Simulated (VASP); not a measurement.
# Ba2NaBeO6 (Fm-3m) in VASP: settings compared

The runs below take Ba2NaBeO6 through single point, with PBE, LDA.

All numbers are computed with VASP 6.6.1; they aren't measurements. Logs are shortened: lines on timing, memory, paths and dates and some standing lists are left out, and cuts for length are marked.

**1. The structure**

The structure is cubic, space group Fm-3m (No. 225). The conventional cell has a = 8.192 Å, b = 8.192 Å, c = 8.192 Å, α = 90.00°, β = 90.00°, γ = 90.00°. Around Na (site symmetry m-3m) lie 6 O at 2.26 Å. Around Ba (site symmetry -43m) lie 12 O at 2.90 Å. Around Be (site symmetry m-3m) lie 6 O at 1.84 Å. O (site symmetry 4mm) has 1 Be at 1.84 Å as nearest neighbours.

The cell was built by a generator and needn't be a form met in nature.

**2. Single point, PBE**

INCAR reads:

```
PREC = Accurate ; ENCUT = 520
EDIFF = 1E-6 ; ISMEAR = -1
SIGMA = 0.1 ; LREAL = False
LASPH = True ; NELM = 100
ALGO = Normal ; ISIF = 2
LWAVE = False ; LCHARG = True
GGA = PE ; LELF = True
LVHAR = True ; NBANDS = 44
```

KPOINTS reads:

```
Automatic mesh
0
Gamma
  4 4 4
```

POSCAR reads:

```
Ba2NaBeO6
1.0
    0.0000000000      4.0960440000      4.0960440000
    4.0960440000      0.0000000000      4.0960440000
    4.0960440000      4.0960440000      0.0000000000
Na Ba Be O
1 2 1 6
Direct
    0.5000000000      0.5000000000      0.5000000000
    0.2500000000      0.2500000000      0.2500000000
    0.7500000000      0.7500000000      0.7500000000
    0.0000000000      0.0000000000      0.0000000000
    0.7760000000      0.2240000000      0.2240000000
    0.2240000000      0.7760000000      0.2240000000
    0.2240000000      0.7760000000      0.7760000000
    0.7760000000      0.2240000000      0.7760000000
    0.2240000000      0.2240000000      0.7760000000
    0.7760000000      0.7760000000      0.2240000000
```

Potentials or basis: VASP PAW PBE potentials, release 64 (Na_pv, Ba_sv, Be, O).

Command:

```
$ cat potpaw_PBE.64/Na_pv/POTCAR potpaw_PBE.64/Ba_sv/POTCAR potpaw_PBE.64/Be/POTCAR potpaw_PBE.64/O/POTCAR > POTCAR
$ mpirun -np 1 vasp_std > vasp.out
```

OUTCAR:

```text
PREC = Accurate
   ENCUT = 520
   EDIFF = 1E-6
   ISMEAR = -1
   LREAL = False
   LASPH = True
   NELM = 100
   ISIF = 2
   GGA = PE

 ion  position               nearest neighbor table
   1  0.500  0.500  0.500-   5 2.26   6 2.26   7 2.26   8 2.26   9 2.26  10 2.26   2 3.55   3 3.55
                             2 3.55   2 3.55   2 3.55   3 3.55   3 3.55   3 3.55
   2  0.250  0.250  0.250-   5 2.90   8 2.90  10 2.90   6 2.90   7 2.90  10 2.90   7 2.90   8 2.90
                             9 2.90   5 2.90   6 2.90   9 2.90   4 3.55   1 3.55   4 3.55   4 3.55
   3  0.750  0.750  0.750-   7 2.90   8 2.90  10 2.90   5 2.90   6 2.90  10 2.90   5 2.90   8 2.90
                             9 2.90   6 2.90   7 2.90   9 2.90   1 3.55   4 3.55   1 3.55   1 3.55
   4  0.000  0.000  0.000-   5 1.84   6 1.84   7 1.84   8 1.84   9 1.84  10 1.84   2 3.55   3 3.55
                             3 3.55   3 3.55   3 3.55   2 3.55   2 3.55   2 3.55
   5  0.776  0.224  0.224-   4 1.84   1 2.26   3 2.90   2 2.90   3 2.90   2 2.90
   6  0.224  0.776  0.224-   4 1.84   1 2.26   3 2.90   2 2.90   3 2.90   2 2.90
   7  0.224  0.776  0.776-   4 1.84   1 2.26   3 2.90   3 2.90   2 2.90   2 2.90
   8  0.776  0.224  0.776-   4 1.84   1 2.26   3 2.90   3 2.90   2 2.90   2 2.90
   9  0.224  0.224  0.776-   4 1.84   1 2.26   3 2.90   2 2.90   3 2.90   2 2.90
  10  0.776  0.776  0.224-   4 1.84   1 2.26   3 2.90   3 2.90   2 2.90   2 2.90

  LATTYP: Found a face centered cubic cell.
 ALAT       =     8.1920880000

  Lattice vectors:

 A1 = (   0.0000000000,   4.0960440000,   4.0960440000)
 A2 = (   4.0960440000,   0.0000000000,   4.0960440000)
 A3 = (   4.0960440000,   4.0960440000,   0.0000000000)

Analysis of symmetry for initial positions (statically):
=====================================================================
 Subroutine PRICEL returns:
 Original cell was already a primitive cell.

 Routine SETGRP: Setting up the symmetry group for a
 face centered cubic supercell.

 Subroutine GETGRP returns: Found 48 space group operations
 (whereof 48 operations were pure point group operations)
 out of a pool of 48 trial point group operations.

The static configuration has the point symmetry O_h .

Analysis of symmetry for dynamics (positions and initial velocities):
=====================================================================
 Subroutine PRICEL returns:
 Original cell was already a primitive cell.

 Routine SETGRP: Setting up the symmetry group for a
 face centered cubic supercell.

 Subroutine GETGRP returns: Found 48 space group operations
 (whereof 48 operations were pure point group operations)
 out of a pool of 48 trial point group operations.

The dynamic configuration has the point symmetry O_h .

 Subroutine INISYM returns: Found 48 space group operations
 (whereof 48 operations are pure point group operations),
 and found     1 'primitive' translations

----------------------------------------------------------------------------------------

                                     Primitive cell

  volume of cell :     137.4434

  direct lattice vectors                    reciprocal lattice vectors
     0.000000000  4.096044000  4.096044000    -0.122069001  0.122069001  0.122069001
     4.096044000  0.000000000  4.096044000     0.122069001 -0.122069001  0.122069001
     4.096044000  4.096044000  0.000000000     0.122069001  0.122069001 -0.122069001

  length of vectors
     5.792680977  5.792680977  5.792680977     0.211429712  0.211429712  0.211429712

  position of ions in fractional coordinates (direct lattice)
     0.500000000  0.500000000  0.500000000
     0.250000000  0.250000000  0.250000000
     0.750000000  0.750000000  0.750000000
     0.000000000  0.000000000  0.000000000
     0.776000000  0.224000000  0.224000000
     0.224000000  0.776000000  0.224000000
     0.224000000  0.776000000  0.776000000
     0.776000000  0.224000000  0.776000000
     0.224000000  0.224000000  0.776000000
     0.776000000  0.776000000  0.224000000

  ion indices of the primitive-cell ions
   primitive index   ion index
                 1           1
                 2           2
                 3           3
                 4           4
                 5           5
                 6           6
                 7           7
                 8           8
                 9           9
                10          10

----------------------------------------------------------------------------------------

 KPOINTS: Automatic mesh

Automatic generation of k-mesh.
 Grid dimensions read from file:
 generate k-points for:    4    4    4

 Generating k-lattice:

  Cartesian coordinates                     Fractional coordinates (reciprocal lattice)
    -0.030517250  0.030517250  0.030517250     0.250000000  0.000000000  0.000000000
     0.030517250 -0.030517250  0.030517250     0.000000000  0.250000000  0.000000000
     0.030517250  0.030517250 -0.030517250     0.000000000  0.000000000  0.250000000

  Length of vectors
     0.052857428  0.052857428  0.052857428

  Shift w.r.t. Gamma in fractional coordinates (k-lattice)
     0.000000000  0.000000000  0.000000000

 Subroutine IBZKPT returns following result:
 ===========================================

 Found      8 irreducible k-points:

 Following reciprocal coordinates:
            Coordinates               Weight
  0.000000  0.000000  0.000000      1.000000
  0.250000  0.000000  0.000000      8.000000
  0.500000  0.000000  0.000000      4.000000
  0.250000  0.250000  0.000000      6.000000
  0.500000  0.250000  0.000000     24.000000
 -0.250000  0.250000  0.000000     12.000000
  0.500000  0.500000  0.000000      3.000000
 -0.250000  0.500000  0.250000      6.000000
   k-points           NKPTS =      8   k-points in BZ     NKDIM =      8   number of bands    NBANDS=     44
   number of dos      NEDOS =    301   number of ions     NIONS =     10
   total plane-waves  NPLWV = 110592
   dimension x,y,z NGX =    48 NGY =   48 NGZ =   48
   dimension x,y,z NGXF=    96 NGYF=   96 NGZF=   96
   ions per type =               1   2   1   6
   NGX,Y,Z   is equivalent  to a cutoff of  13.78, 13.78, 13.78 a.u.
   NGXF,Y,Z  is equivalent  to a cutoff of  27.55, 27.55, 27.55 a.u.
 SYSTEM =  unknown system
   PREC   = accura    normal or accurate (medium, high low for compatibility)
   ISTART =      0    job   : 0-new  1-cont  2-samecut
   ICHARG =      2    charge: 1-file 2-atom 10-const
   ISPIN  =      1    spin polarized calculation?
   LNONCOLLINEAR =      F non collinear calculations
   LSORBIT =      F    spin-orbit coupling
   LASPH  =      T    aspherical Exc in radial PAW
   ENCUT  =  520.0 eV  38.22 Ry    6.18 a.u.  10.77 10.77 10.77*2*pi/ulx,y,z
   NELM   =    100;   NELMIN=  2; NELMDL= -5     # of ELM steps
   EDIFF  = 0.1E-05   stopping-criterion for ELM
   LREAL  =      F    real-space projection
   EDIFFG = 0.1E-04   stopping-criterion for IOM
   NSW    =      0    number of steps for IOM
   IBRION =     -1    ionic relax: 0-MD 1-quasi-New 2-CG
   NFREE  =      0    steps in history (QN), initial steepest desc. (CG)
   ISIF   =      2    stress and relaxation
   ISYM   =      2    0-nonsym 1-usesym 2-fastsym
   POTIM  = 0.5000    time-step for ionic-motion
   TEBEG  =    0.0;   TEEND  =   0.0 temperature during run
   PSTRESS=    0.0 pullay stress
   NELECT =      65.0000    total number of electrons
   NUPDOWN=      -1.0000    fix difference up-down
   EMIN   =  10.00;   EMAX   =-10.00  energy-range for DOS
   EFERMI =   0.00;   METHOD = LEGACY
   ISMEAR =    -1;   SIGMA  =   0.10  broadening in eV -4-tet -1-fermi 0-gaus
   EFERMI_NEDOS =   21; number of points for ismear=-14 and -15
   IALGO  =     38    algorithm
   IMIX   =      4    mixing-type and parameters
     AMIX     =   0.40;   BMIX     =  1.00
     AMIX_MAG =   1.60;   BMIX_MAG =  1.00
  volume/ion in A,a.u.               =      13.74        92.75
  Fermi-wavevector in a.u.,A,eV,Ry     =   1.275473  2.410295 22.134392  1.626832
  Thomas-Fermi vector in A             =   2.408183
   LORBIT       =      0    0 simple, 1 ext, 2 COOP (PROOUT), +10 PAW based schemes
   GGA     = PE    functional components
   LHFCALC =     F    Hartree Fock is set to
   AEXX    =    0.0000 exact exchange contribution
   IVDW    =     0    specifies the selected vdW correction
   LEPSILON=     F    determine dielectric tensor
   LRPA    =     F    only Hartree local field effects (RPA)
 non-spin polarized calculation
  energy-cutoff  :      520.00
  volume of cell :      137.44
 maximum number of plane-waves:      3719
 NGX is ok and might be reduce to    48
   NGX = 21   NGY = 21   NGZ = 21

 number of electron      65.0000002 magnetization

 Free energy of the ion-electron system (eV)
  ---------------------------------------------------
  ext. energy  EPLUGINS =         0.00000000
  ---------------------------------------------------
  free energy    TOTEN  =       -52.12076764 eV

  energy without entropy =      -51.58810509  energy(sigma->0) =      -51.85443636

 E-fermi :   1.0805     XC(G=0): -10.1946

 val. band max:        1.0438942522   @ k =   0.5000   0.2500   0.0000
 cond. band min:       1.0860077290   @ k =   0.5000   0.0000   0.0000
 fundamental gap:      0.0421134768
 Fermi energy:         1.0805136635

 k-point     1 :       0.0000    0.0000    0.0000
  band No.  band energies     occupation
      1     -23.7175      2.00000
      2     -23.5415      2.00000
      3     -19.1382      2.00000
      4     -19.1382      2.00000
      5     -19.1382      2.00000
      6     -15.6393      2.00000
[... 36 lines left out ...]
     43       9.1160      0.00000
     44       9.1160      0.00000
[... 288 lines left out ...]
      4     -19.1376      2.00000
      5     -19.1376      2.00000
      6     -15.7252      2.00000
[... 36 lines left out ...]
     43      10.3281      0.00000
     44      10.3655      0.00000

------------------------ aborting loop because EDIFF is reached ----------------------------------------

  FORCE on cell =-STRESS in cart. coord.  units (eV):
  Direction    XX          YY          ZZ          XY          YZ          ZX
  --------------------------------------------------------------------------------------
  -------------------------------------------------------------------------------------
  Total       -0.6909995     -0.6909995     -0.6909995     -0.0000000      0.0000000     -0.0000000
  in kB       -8.0549806     -8.0549806     -8.0549806     -0.0000000      0.0000000     -0.0000000
  external PRESSURE =      -8.0549806 kB  Pullay stress =       0.0000000 kB

 VOLUME and BASIS-vectors are now :
 -----------------------------------------------------------------------------
  energy-cutoff  :      520.00
  volume of cell :      137.44
      direct lattice vectors                 reciprocal lattice vectors
     0.000000000  4.096044000  4.096044000    -0.122069001  0.122069001  0.122069001
     4.096044000  0.000000000  4.096044000     0.122069001 -0.122069001  0.122069001
     4.096044000  4.096044000  0.000000000     0.122069001  0.122069001 -0.122069001

 POSITION                                       TOTAL-FORCE (eV/Angst)
 -----------------------------------------------------------------------------------
      4.09604      4.09604      4.09604        -0.000000     -0.000000      0.000000
      2.04802      2.04802      2.04802        -0.000000     -0.000000     -0.000000
      6.14407      6.14407      6.14407        -0.000000      0.000000      0.000000
      0.00000      0.00000      0.00000        -0.000000     -0.000000      0.000000
      1.83503      4.09604      4.09604        -0.560667     -0.000000      0.000000
      4.09604      1.83503      4.09604        -0.000000     -0.560667      0.000000
      6.35706      4.09604      4.09604         0.560667     -0.000000      0.000000
      4.09604      6.35706      4.09604        -0.000000      0.560667      0.000000
      4.09604      4.09604      1.83503        -0.000000     -0.000000     -0.560667
      4.09604      4.09604      6.35706        -0.000000     -0.000000      0.560667
 -----------------------------------------------------------------------------------
    total drift:                                0.000000      0.000000      0.000000

  FREE ENERGIE OF THE ION-ELECTRON SYSTEM (eV)
  ---------------------------------------------------
  free  energy   TOTEN  =       -52.1207676354 eV

  energy  without entropy=      -51.5881050944  energy(sigma->0) =      -51.85443636
```

Run time: 99 s. Hardware: 1 thread of Intel Xeon Platinum 8488C (Sapphire Rapids), shared host; peak memory 0.34 GiB.

What came out:

| Quantity | Value |
| --- | --- |
| Free energy | -52.1208 eV |
| Pressure | -0.8 GPa |
| Largest force | 0.561 eV/Å |
| Band gap on the k mesh | none (metal or under the smearing width) |

Forces on the atoms (eV/Å):
```
Na   0.000  0.000  0.000
Ba   0.000  0.000  0.000
Ba   0.000  0.000  0.000
Be   0.000  0.000  0.000
O   -0.561  0.000  0.000
O    0.000 -0.561  0.000
O    0.561  0.000  0.000
O    0.000  0.561  0.000
O    0.000  0.000 -0.561
O    0.000  0.000  0.561
```

Caveat: an odd number of electrons without spin polarisation forces a metal; a magnetic or distorted state may lie lower. Spin-orbit coupling is left out, which matters for the levels of Ba.

**3. Single point, PBE**

INCAR reads:

```
SYSTEM = Ba2NaBeO6
PREC = Accurate
ENCUT = 520
EDIFF = 1E-6
ISMEAR = -1
SIGMA = 0.1
LREAL = .FALSE.
LASPH = .TRUE.
NELM = 80
ALGO = Fast
ISIF = 2
LWAVE = .FALSE.
LCHARG = .TRUE.
GGA = PE
LELF = .TRUE.
LVHAR = .TRUE.
NBANDS = 44
```

KPOINTS reads:

```
Automatic mesh
0
G
  4 4 4
  0 0 0
```

POSCAR is that of step 2.

Potentials or basis: VASP PAW PBE potentials, release 64 (Na_pv, Ba_sv, Be, O).

Command:

```
$ cat potpaw_PBE.64/Na_pv/POTCAR potpaw_PBE.64/Ba_sv/POTCAR potpaw_PBE.64/Be/POTCAR potpaw_PBE.64/O/POTCAR > POTCAR
$ mpirun -np 1 vasp_std > vasp.out
```

OUTCAR:

```text
SYSTEM = Ba2NaBeO6
   PREC = Accurate
   ENCUT = 520
   EDIFF = 1E-6
   ISMEAR = -1
   LREAL = .FALSE.
   LASPH = .TRUE.
   NELM = 80
   ISIF = 2
   GGA = PE

 ion  position               nearest neighbor table
   1  0.500  0.500  0.500-   5 2.26   6 2.26   7 2.26   8 2.26   9 2.26  10 2.26   2 3.55   3 3.55
                             2 3.55   2 3.55   2 3.55   3 3.55   3 3.55   3 3.55
   2  0.250  0.250  0.250-   5 2.90   8 2.90  10 2.90   6 2.90   7 2.90  10 2.90   7 2.90   8 2.90
                             9 2.90   5 2.90   6 2.90   9 2.90   4 3.55   1 3.55   4 3.55   4 3.55
   3  0.750  0.750  0.750-   7 2.90   8 2.90  10 2.90   5 2.90   6 2.90  10 2.90   5 2.90   8 2.90
[... 588 lines left out ...]
 -----------------------------------------------------------------------------
  energy-cutoff  :      520.00
  volume of cell :      137.44
      direct lattice vectors                 reciprocal lattice vectors
     0.000000000  4.096044000  4.096044000    -0.122069001  0.122069001  0.122069001
     4.096044000  0.000000000  4.096044000     0.122069001 -0.122069001  0.122069001
     4.096044000  4.096044000  0.000000000     0.122069001  0.122069001 -0.122069001

 POSITION                                       TOTAL-FORCE (eV/Angst)
 -----------------------------------------------------------------------------------
      4.09604      4.09604      4.09604        -0.000000     -0.000000     -0.000000
      2.04802      2.04802      2.04802        -0.000000     -0.000000     -0.000000
      6.14407      6.14407      6.14407        -0.000000     -0.000000     -0.000000
      0.00000      0.00000      0.00000        -0.000000     -0.000000     -0.000000
      1.83503      4.09604      4.09604        -0.560426     -0.000000     -0.000000
      4.09604      1.83503      4.09604        -0.000000     -0.560426     -0.000000
      6.35706      4.09604      4.09604         0.560426     -0.000000     -0.000000
      4.09604      6.35706      4.09604        -0.000000      0.560426     -0.000000
      4.09604      4.09604      1.83503        -0.000000     -0.000000     -0.560426
      4.09604      4.09604      6.35706        -0.000000     -0.000000      0.560426
 -----------------------------------------------------------------------------------
    total drift:                                0.000000      0.000000      0.000000

  FREE ENERGIE OF THE ION-ELECTRON SYSTEM (eV)
  ---------------------------------------------------
  free  energy   TOTEN  =       -52.1207628701 eV

  energy  without entropy=      -51.5881034777  energy(sigma->0) =      -51.85443317
```

It took 2.6 min on 1 thread of Intel Xeon Platinum 8488C (Sapphire Rapids), shared host; peak memory 0.34 GiB.

What came out:

- Free energy: -52.1208 eV
- Pressure: -0.8 GPa
- Largest force: 0.560 eV/Å
- Band gap on the k mesh: none (metal or under the smearing width)

Forces in eV/Å, atoms in the order of the input:
```
Na   0.000  0.000  0.000
Ba   0.000  0.000  0.000
Ba   0.000  0.000  0.000
Be   0.000  0.000  0.000
O   -0.560  0.000  0.000
O    0.000 -0.560  0.000
O    0.560  0.000  0.000
O    0.000  0.560  0.000
O    0.000  0.000 -0.560
O    0.000  0.000  0.560
```

Levels at points of the mesh, in eV from the Fermi level:
```
           k point  band 29  band 30  band 31  band 32  band 33  band 34  band 35  band 36
(0.00, 0.00, 0.00)    -0.10     0.19     0.19     0.19     0.34     0.34     0.34     5.34
(0.50, 0.00, 0.00)    -0.63    -0.41     0.01     0.01     0.07     0.19     0.19     7.20
(0.50, 0.50, 0.00)    -0.66    -0.37    -0.37    -0.18    -0.18    -0.09     0.26     6.93
```

Caveat: an odd number of electrons without spin polarisation forces a metal; a magnetic or distorted state may lie lower. Spin-orbit coupling is left out, which matters for the levels of Ba.

**4. Single point, LDA**

INCAR reads:

```
SYSTEM = Ba2NaBeO6
PREC = Accurate
ENCUT = 520
EDIFF = 1E-6
ISMEAR = -1
SIGMA = 0.1
LREAL = .FALSE.
LASPH = .TRUE.
NELM = 60
ALGO = Fast
ISIF = 2
LWAVE = .FALSE.
LCHARG = .FALSE.
GGA = CA
NBANDS = 44
```

KPOINTS reads:

```
regular mesh
0
G
  4 4 4
  0 0 0
```

POSCAR is that of step 3.

Potentials or basis: VASP PAW LDA potentials, release 64 (Na_pv, Ba_sv, Be, O).

Command:

```
$ cat potpaw_LDA.64/Na_pv/POTCAR potpaw_LDA.64/Ba_sv/POTCAR potpaw_LDA.64/Be/POTCAR potpaw_LDA.64/O/POTCAR > POTCAR
$ mpirun -np 1 vasp_std > vasp.out
```

Run time: 3.3 min. Hardware: 1 thread of Intel Xeon Platinum 8488C (Sapphire Rapids), shared host; peak memory 0.27 GiB.

Results (log left out):

* Free energy: -58.2434 eV
* Pressure: -8.7 GPa
* Largest force: 0.683 eV/Å
* Band gap on the k mesh: none (metal or under the smearing width)

Forces on the atoms (eV/Å):
```
Na   0.000  0.000  0.000
Ba   0.000  0.000  0.000
Ba   0.000  0.000  0.000
Be   0.000  0.000  0.000
O   -0.683  0.000  0.000
O    0.000 -0.683  0.000
O    0.683  0.000  0.000
O    0.000  0.683  0.000
O    0.000  0.000 -0.683
O    0.000  0.000  0.683
```

Levels at points of the mesh, in eV from the Fermi level:
```tsv
k point	band 28	band 29	band 30	band 31	band 32	band 33	band 34	band 35	band 36	band 37
(0.00, 0.00, 0.00)	-0.09	-0.09	0.20	0.20	0.20	0.34	0.34	0.34	5.22	5.22
(0.50, 0.00, 0.00)	-0.65	-0.65	-0.42	0.01	0.01	0.07	0.20	0.20	7.11	7.11
(0.50, 0.50, 0.00)	-0.67	-0.67	-0.38	-0.38	-0.18	-0.18	-0.09	0.27	6.85	7.39
```

Caveat: an odd number of electrons without spin polarisation forces a metal; a magnetic or distorted state may lie lower. The run has no spin-orbit coupling, so splittings on Ba are missing.
